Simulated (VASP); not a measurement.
Given:

```yaml
crystal:
  lattice:
    - [0.00000, 2.92895, 2.92895]
    - [2.92895, 0.00000, 2.92895]
    - [2.92895, 2.92895, 0.00000]
  atoms:
    - { symbol: Ga, position: [0.00000, 0.00000, 0.00000] }
    - { symbol: As, position: [0.25000, 0.25000, 0.25000] }
```

Method: PW91 GGA, VASP's PBE PAW potentials (set 64) (plane waves; VASP). Run with 520 eV cut-off, 8×8×8 Γ-centred mesh, Gaussian smearing of 0.050 eV, potentials Ga_d As.

**Question.** Give the stress tensor in GPa (positive for a compressed cell).

**Answer.** 
```
-2.99   0.00   0.00
 0.00  -2.99   0.00
 0.00   0.00  -2.99
```
The pressure is its mean diagonal, -2.99 GPa.

The compound is GaAs in the zinc blende structure. This cell is one point of a volume scan, at 1.06 of the reference volume.
